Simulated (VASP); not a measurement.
Method: PBE GGA, VASP's PBE PAW potentials (set 64) (plane waves; VASP).

A VASP calculation is set up with these files.

File POSCAR:
```
WC
2.89680
  0.5123239437  -0.8873712372   0.0000000000
  0.5123239437   0.8873712372   0.0000000000
  0.0000000000   0.0000000000   1.0000000000
W C
1 1
Cartesian
  0.0000000000   0.0000000000   0.0000000000
  0.5123239437   0.2957910040   0.5000000000
```

INCAR:
```
! general
SYSTEM =WC
PREC   =Normal
ENCUT  =520
LREAL  =.FALSE.   ! projection in real space or not
LASPH  =.TRUE.

! electronic loop
EDIFF  =1E-6   ! SCF stop (eV)
NELM   =100   ! most electronic steps
ALGO   =Normal   ! blocked Davidson
LMAXMIX=6

! smearing
ISMEAR =1
SIGMA  =0.1   ! width (eV)

! functional
GGA    =PE

! ions
ISIF   =2   ! forces and stress, cell fixed

! output
LWAVE  =.FALSE.
LCHARG =.FALSE.
```

### KPOINTS
```
Automatic mesh
0
Gamma
13 13 11
0 0 0
```

POTCAR, in this order: W_sv C (PBE.64 set). Program: vasp_std.

What VASP printed:

OSZICAR:
```
       N       E                     dE             d eps       ncg     rms          rms(c)
DAV:   1     0.111039071087E+03    0.11104E+03   -0.98379E+03  3276   0.152E+03
DAV:   2    -0.213090925091E+02   -0.13235E+03   -0.12852E+03  3756   0.379E+02
DAV:   3    -0.254643079228E+02   -0.41552E+01   -0.41244E+01  4004   0.624E+01
DAV:   4    -0.255064133978E+02   -0.42105E-01   -0.42079E-01  3651   0.670E+00
DAV:   5    -0.255067958205E+02   -0.38242E-03   -0.38242E-03  3836   0.653E-01    0.287E+01
DAV:   6    -0.225233863157E+02    0.29834E+01   -0.10281E+01  3736   0.320E+01    0.699E+00
DAV:   7    -0.224269892356E+02    0.96397E-01   -0.52754E-01  3451   0.627E+00    0.532E+00
DAV:   8    -0.223988738546E+02    0.28115E-01   -0.94069E-02  3571   0.299E+00    0.758E-01
DAV:   9    -0.223978345112E+02    0.10393E-02   -0.39638E-03  3601   0.555E-01    0.158E-01
DAV:  10    -0.223977628662E+02    0.71645E-04   -0.32773E-04  3771   0.240E-01    0.697E-02
DAV:  11    -0.223977627848E+02    0.81355E-07   -0.19982E-05  3571   0.442E-02    0.112E-02
DAV:  12    -0.223977615742E+02    0.12106E-05   -0.55443E-06  3546   0.243E-02    0.255E-03
DAV:  13    -0.223977616171E+02   -0.42839E-07   -0.94893E-08  1668   0.338E-03
   1 F= -.22397762E+02 E0= -.22397632E+02  d E =-.388084E-03
```

### OUTCAR
```
------------------------ aborting loop because EDIFF is reached ----------------------------------------
  FORCE on cell =-STRESS in cart. coord.  units (eV):
  Direction    XX          YY          ZZ          XY          YZ          ZX
  --------------------------------------------------------------------------------------
  Total       -2.0618716     -2.0618723     -2.5849670      0.0000000      0.0000000      0.0000000
  in kB     -149.4640259   -149.4640720   -187.3829439      0.0000000      0.0000000      0.0000000
  external PRESSURE =    -162.1036806 kB  Pullay stress =       0.0000000 kB
  volume of cell :       22.10
      direct lattice vectors                 reciprocal lattice vectors
     1.484100000 -2.570537000  0.000000000     0.336904521 -0.194511886  0.000000000
     1.484100000  2.570537000  0.000000000     0.336904521  0.194511886  0.000000000
     0.000000000  0.000000000  2.896800000     0.000000000  0.000000000  0.345208506
 POSITION                                       TOTAL-FORCE (eV/Angst)
 -----------------------------------------------------------------------------------
      0.00000      0.00000      0.00000        -0.000000     -0.000000      0.000000
      1.48410      0.85685      1.44840         0.000000      0.000000      0.000000
 -----------------------------------------------------------------------------------
    total drift:                               -0.000000     -0.000397     -0.000000
  FREE ENERGIE OF THE ION-ELECTRON SYSTEM (eV)
  ---------------------------------------------------
  free  energy   TOTEN  =       -22.3977616171 eV

  energy  without entropy=      -22.3973735331  energy(sigma->0) =      -22.39763226
```
(Selected blocks of OUTCAR.)

The compound is WC in the wc structure. The cell was not relaxed at this level. The run is one of a series of settings (PREC = Normal against the base run), some of them coarse on purpose.
